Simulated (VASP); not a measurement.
Input:

```
PtS2
1.0
    1.78291    -3.04178     0.00000
    1.78291     3.04178     0.00000
    0.00000     0.00000     4.75091
Pt S
1 2
Direct
  0.00000   0.00000   0.00000
  0.33333   0.66667   0.24838
  0.66667   0.33333   0.75162
```

The numbers are results of PBEsol GGA, VASP's PBE PAW potentials (set 64) (plane waves; VASP 6.6.1), not measurements. Numerical set-up: 480 eV cut-off, 8×8×4 Γ-centred mesh, Gaussian smearing of 0.050 eV, potentials Pt S.

Without a dispersion term in the relaxation, distances and binding between the weakly bound layers, chains or molecules are unreliable, and so is what depends on them.

### Question
Which forces act on the atoms, in eV/Å?

### Answer

```tsv
atom	Fx	Fy	Fz
Pt1	0.000	0.000	0.000
S2	0.000	-0.103	0.415
S3	0.000	0.103	-0.415
```

### Question
Give the stress tensor in GPa (positive for a compressed cell).

### Answer

```
 3.50   0.00   0.00
 0.00   6.68  -1.01
 0.00  -1.01   3.43
```
The pressure is its mean diagonal, 4.54 GPa.

The compound is PtS2 in the 1T layered structure. This cell was strained or had an atom moved on purpose.
